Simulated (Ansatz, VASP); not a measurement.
# Cross-check of BiAs between VASP and Ansatz, part 2 of 2

Aim: how closely do two programs agree when they are given the same cell, functional and k mesh? The cell is invented: As first built, before any earlier steps moved the atoms (in the runner's words): it takes the AsP structure with some of its atoms replaced by other elements, volume scaled by an estimate. It may not be a known or stable phase. The cell is taken from a series of VASP runs on this material, whose earlier steps may have relaxed, scaled or displaced it; both programs get it as it stands.

VASP 6.6.1 and Ansatz 0.2.0.

So far. Step 2 (VASP: band structure, RPBE with D3(BJ), spin-orbit …): The run ends at a pressure of 0.10 GPa.

### 3. Ansatz: band structure, RPBE with D3(BJ), spin-orbit coupling

Level of this step: Ansatz beside VASP: Kohn-Sham DFT, plane waves, RPBE with D3(BJ), spin-orbit coupling (Ansatz).

Ansatz runs on its fully relativistic PAW (standard-fr) files.

The same cell, functional, mesh and smearing now go to Ansatz, which takes its cutoff from its data sets.

The input, input.yaml:

```yaml
crystal:
  lattice:
    - [0.0, 2.78542824, 2.78542824]
    - [2.78542824, 0.0, 2.78542824]
    - [2.78542824, 2.78542824, 0.0]
  atoms:
    - { symbol: Bi, position: [0.0, 0.0, 0.0] }
    - { symbol: As, position: [0.5, 0.5, 0.5] }
hamiltonian:
  xc: rpbe
  pseudopotentials: { kind: paw_fr }
  dispersion: d3bj
magnetization:
  noncollinear: true
  spin_orbit: true
kpoints:
  mp_grid: { grid: [7, 7, 7] }
  band_path:
    path:
      - [0.0, 0.0, 0.0]
      - [0.16667, 0.0, 0.16667]
      - [0.33333, 0.0, 0.33333]
      - [0.5, 0.0, 0.5]
      - [0.5, 0.08333, 0.58333]
      - [0.5, 0.18333, 0.68333]
      - [0.5, 0.25, 0.75]
      - [0.45, 0.3, 0.75]
      - [0.40833, 0.34167, 0.75]
      - [0.35, 0.35, 0.7]
      - [0.225, 0.225, 0.45]
      - [0.075, 0.075, 0.15]
      - [0.03333, 0.03333, 0.03333]
      - [0.23333, 0.23333, 0.23333]
      - [0.4, 0.4, 0.4]
      - [0.51667, 0.46667, 0.51667]
      - [0.55833, 0.38333, 0.55833]
      - [0.60833, 0.28333, 0.60833]
      - [0.60833, 0.25, 0.64167]
      - [0.55833, 0.25, 0.69167]
      - [0.51667, 0.25, 0.73333]
      - [0.5, 0.3, 0.7]
      - [0.5, 0.38333, 0.61667]
      - [0.5, 0.48333, 0.51667]
      - [0.475, 0.475, 0.55]
      - [0.425, 0.425, 0.65]
      - [0.38333, 0.38333, 0.73333]
      - [0.59167, 0.18333, 0.59167]
      - [0.55, 0.1, 0.55]
      - [0.5, 0.0, 0.5]
    npoints: 1
scf:
  occupations: { method: fermi_dirac, width: 0.05 }
  n_extra_bands: 14
output:
  forces: true
  stress: true
  eigenvalues: true
```

Run with:

```
> ansatz run input.yaml --threads 2 --pin off --max-ram 4608MiB --backend cpu --events-out ev --progress --plain --runs-dir out
```

Numbers of over 12 decimals in the logs are rounded to 6 here.

Output:

```text
scf.n_extra_bands = 14 over 30 filled bands (N_el = 30.0): the run solves 44 bands
Engine: ansatz 0.2.0, aarch64-unknown-linux-gnu
Pseudopotentials: kind: paw_fr
Pseudopotential: Bi, paw_fr, valence charge 15, recommended cutoff 420 eV (normal), Bi.paw.azcp#standard-fr
Pseudopotential: As, paw_fr, valence charge 15, recommended cutoff 420 eV (normal), As.paw.azcp#standard-fr
Functional definition: RPBE
  parameter kappa = 0.804
  parameter beta = 0.066725
  exchange = rpbe_x(kappa = kappa, mu = beta*pi^2/3)
  correlation = pbe_c(beta = beta)
non-collinear run that drives no moment, with spin-orbit: no starting moment large enough to seed its density (crystal.atoms[].spin), no starting occupations that ask for one, no magnetisation constraint and no magnetic field, so the semilocal B_xc is pinned to zero
Crystal: 2 atoms, lattice volume = 43.222 Å³
Basis set: ecut = 420 eV, 869 PW (Γ), exchange–correlation on 54×54×54 points (8 copies of the dense FFT grid, shifted against one another)
Bands: 44, of which v1, the nominal top of the filled ones, is band 30 counted from 1 (29 counted from 0)
Symmetry: 48 space group operations + 48 with time reversal
Magnetic group: BNS 225.117 (UNI 1619), of the structure as read, at distance tolerance 3.5e-5 Å
k-points: 20 of 343
Projection manifold: j_resolved (fully-relativistic pseudo-atomic orbitals)
Non-local potential: Bi, projectors of the file, l = 0: 2, l = 1: 4, l = 2: 4, l = 3: 4
Non-local potential: As, projectors of the file, l = 0: 2, l = 1: 4, l = 2: 6, l = 3: 2
PAW form: soft (Blöchl's): semilocal exchange-correlation on the pseudo side does not see the compensation charge
PAW frozen core: Bi, regenerated for the run's functional, and the local potential with it (the file was generated under x = pbe(κ = 0.804, μ = 0.219515), c = pbe(β = 0.066725))
PAW frozen core: As, regenerated for the run's functional, and the local potential with it (the file was generated under x = pbe(κ = 0.804, μ = 0.219515), c = pbe(β = 0.066725))
PAW one-centre angular grid: Bi, 590 points (default); XC on 64 Gauss nodes
PAW one-centre angular grid: As, 590 points (default); XC on 64 Gauss nodes
Initial density: superposition of atomic densities (chi_scale 0.1, normalization cell, long waves kept (reshape's long-wave potential 0.00 eV rms))
Initial wavefunctions: pseudopotential atomic-orbital guess
Functional: x = rpbe, c = pbe(β = 0.066725)
SCF iter   1: F=—  HF=-17320.718266 eV  |F-HF|=—  |Δ(HF+E_count)|=         —  Δρ=2.07e-2  dr2=1.94e-1  dr2_m=0.00e0 (ungated)  ethr=3.10e-3  |M|=0.00e0 ∫|m|=0.00e0 μB  |m|>n=0.0e0 m-floor=0.0e0 τ_xc=0.0e0  β_m=0.30  ⟨swp⟩=8.2  Hψ=2174  notcnv=0  defer=34
preconditioner: auto → none  [insulator: Δε(μ)=0.312 eV  Ē_g=21.550 eV  σ=0.050 eV  W_gap=0.92  n_scr=14 (ndim 8)  ℏωp=25.3 eV  f_vac=0.000  D(μ)=0.14/eV (n_scr^D=0)  ε∞_Penn≈2.4]
SCF iter   2: F=—  HF=-17320.698219 eV  |F-HF|=—  |Δ(HF+E_count)|=   2.00e-2  Δρ=1.31e-2  dr2=6.18e-2  dr2_m=0.00e0 (ungated)  ethr=6.46e-4  |M|=0.00e0 ∫|m|=0.00e0 μB  |m|>n=0.0e0 m-floor=0.0e0 τ_xc=0.0e0  β_m=0.47  ⟨swp⟩=2.0  Hψ=594  notcnv=0  defer=128
SCF iter   3: F=—  HF=-17320.700407 eV  |F-HF|=—  |Δ(HF+E_count)|=   2.19e-3  Δρ=3.87e-3  dr2=5.28e-3  dr2_m=0.00e0 (ungated)  ethr=2.06e-4  |M|=0.00e0 ∫|m|=0.00e0 μB  |m|>n=0.0e0 m-floor=0.0e0 τ_xc=0.0e0  β_m=0.53  ⟨swp⟩=2.0  Hψ=450  notcnv=0  defer=128
SCF iter   4: F=—  HF=-17320.701529 eV  |F-HF|=—  |Δ(HF+E_count)|=   1.12e-3  Δρ=5.91e-4  dr2=8.50e-5  dr2_m=0.00e0 (ungated)  ethr=1.76e-5  |M|=0.00e0 ∫|m|=0.00e0 μB  |m|>n=0.0e0 m-floor=0.0e0 τ_xc=0.0e0  β_m=0.55  ⟨swp⟩=2.7  Hψ=638  notcnv=0  defer=128
SCF iter   5: F=—  HF=-17320.701606 eV  |F-HF|=—  |Δ(HF+E_count)|=   7.70e-5  Δρ=1.85e-4  dr2=5.08e-6  dr2_m=0.00e0 (ungated)  ethr=2.83e-7  |M|=0.00e0 ∫|m|=0.00e0 μB  |m|>n=0.0e0 m-floor=0.0e0 τ_xc=0.0e0  β_m=0.76  ⟨swp⟩=2.0  Hψ=510  notcnv=0  defer=128
SCF iter   6: F=—  HF=-17320.701610 eV  |F-HF|=—  |Δ(HF+E_count)|=   4.09e-6  Δρ=2.55e-5  dr2=2.65e-7  dr2_m=0.00e0 (ungated)  ethr=1.69e-8  |M|=0.00e0 ∫|m|=0.00e0 μB  |m|>n=0.0e0 m-floor=0.0e0 τ_xc=0.0e0  β_m=0.88  ⟨swp⟩=2.0  Hψ=577  notcnv=0  defer=128
SCF iter   7: F=-17320.701610 eV  HF=-17320.701610 eV  |F-HF|=6.06e-8  |Δ(HF+E_count)|=   4.24e-8  Δρ=1.08e-5  dr2=6.00e-8  dr2_m=0.00e0 (ungated)  ethr=3.33e-10  |M|=0.00e0 ∫|m|=0.00e0 μB  |m|>n=0.0e0 m-floor=0.0e0 τ_xc=0.0e0  ⟨swp⟩=11.1  Hψ=2284  notcnv=0
SCF 1 converged in 7 iterations: F = -17320.701610 eV  dr2 = 6.00e-8
  greatest PAW one-centre occupation: 0.999 electrons in one spin orbital (limit 2), on the As atom at site 1 (counted from 0), in its partial waves of l = 2
NSCF: frozen V_eff on 30 k-points
SCF converged after 7 iterations
Magnetization: |M| = 0.0000 μB,  M = (+0.0000, +0.0000, +0.0000) μB
Absolute magnetization: 0.0000 μB (∫|m|)
  site 0: m = (+0.0000, +0.0000, +0.0000) μB, |m| = 0.0000 μB  (R = 1.15 Å)
  site 1: m = (+0.0000, +0.0000, +0.0000) μB, |m| = 0.0000 μB  (R = 1.15 Å)
Free energy (F): -17320.701610 eV
Harris-Foulkes:  -17320.701610 eV  (|F-HF|=6.06e-8)
Internal energy: -17320.698891 eV  (E = F + TS)
E sigma→0 (E₀):  -17320.700251 eV
Entropy (-TS):   -0.002719 eV (-1.360 meV/atom)
Fermi energy:    14.820803 eV
--- Per-component energies (eV) ---
  E_band       = -211.981918
  E_kinetic    = 414.018087
  E_local      = -2808.182732  (includes V_loc(G=0)·N_el)
  E_nonlocal   = -110.032209
  E_hartree    = 1286.331933
  E_xc         = -234.981835
  E_vxc        = -228.758566  (∫ρ·V_xc dr)
  E_paw        = -12561.701895  (= ΣΔE_a)
  E_vpaw       = -51.696368  (= ΣTr[D̂ρ^β])
  E_aug_tail   = -0.000360  (compensation charges beyond the density's cutoff)
  E_ewald      = -3300.252858
  E_disp       = -5.717176  (pairwise vdW)
  E_core_change = -0.179845  (= ΣΔE_core)
  E_smearing   = -0.002719  (= −TS)
  E_closure    = -0.000000  (closes the sum)
  Σ components = -17320.701610   (vs F -17320.701610, Δ=0.00e0)
--- Forces (eV/Å), atoms counted from 1 ---
  atom   1  Bi     0.00000000    -0.00000000     0.00000000
  atom   2  As     0.00000000    -0.00000000    -0.00000000
  max |Σ_I F_I| component: 5.76e-29 eV/Å
--- Stress (GPa, compression-positive) ---
       -0.081439       0.000000      -0.000000
       -0.000000      -0.081439      -0.000000
        0.000000      -0.000000      -0.081439
  P = ⅓ Tr σ = -0.0814 GPa (-0.814 kbar)
--- Band table (eV; the first three rows and the last of 20) ---
  k-point 0: bands = [... 26 lower, 12.9275, 12.9275, 12.9275, 12.9275, 17.6581, 17.6581, 19.9918, 19.9918, ... 10 higher]
  k-point 1: bands = [... 26 lower, 12.9845, 12.9845, 13.5898, 13.5898, 16.8225, 16.8225, 18.4617, 18.4617, ... 10 higher]
  k-point 2: bands = [... 26 lower, 13.2087, 13.2087, 14.2187, 14.2187, 15.4718, 15.4718, 16.7323, 16.7323, ... 10 higher]
  k-point 19: bands = [... 26 lower, 9.3073, 9.3073, 13.7557, 13.7557, 16.2894, 16.2894, 19.7158, 19.7158, ... 10 higher]
```

The job ended after 14 s (2 threads of Arm Neoverse N1, shared host; peak memory 0.49 GiB; 27 s of CPU time).

Reading the cycles: dr2 is the Hartree energy of the density residual (eV), the measure of convergence; HF is the Harris–Foulkes estimate of the energy, which meets the free energy F at convergence.

### 4. Differences

Known differences besides the potentials themselves: spin-orbit coupling enters by fully relativistic files in Ansatz and inside the spheres in VASP; the data sets hold 30 valence electrons in Ansatz (fully relativistic PAW (standard-fr) files) and 20 in VASP; the cutoff is 420 eV in Ansatz and 400 eV in VASP; Ansatz makes its cores anew for this functional, VASP keeps those of its PBE data sets. Total energies have different zeros and are not compared.

The two programs side by side:

```
      quantity  Ansatz  VASP  difference
pressure (GPa)   -0.08  0.10       -0.18
```

Levels from 3 eV below to 2 eV above the Fermi level differ by 37 meV r.m.s. and 103 meV at most; each VASP level is matched to the nearest of Ansatz, which flatters the figure a little. Ansatz's pressure holds a Pulay correction of 0.04 GPa; VASP's holds none.

### 5. Results

```yaml
r_m_s_difference_of_levels_near_the_fermi_level_band_structure_rpbe_with_d3_bj_spin_orbit_coupling: 37 meV
```

What this shows: The r.m.s. difference of levels near the Fermi level is 37 meV (band structure, RPBE with D3(BJ), spin-orbit coupling), within the 80 meV picked in this series as the mark of a large difference. 1 further run of this series is not shown here. Such differences can come from data sets, numerical settings and the points named under the comparisons, not from the functional's error against experiment.

[Lines on the potential files, build, host, timing and source positions are cut from VASP's logs without a mark.]

[Logs are printed without paths, hosts, clocks, repeated set-up lines and the standing remarks that a program may print on its own settings, such as how far it seeks lower states.]

[Hosts, paths, dates, database ids (printed as entryN), source tags and the programs' standing remarks are cut or masked in the printed files.]
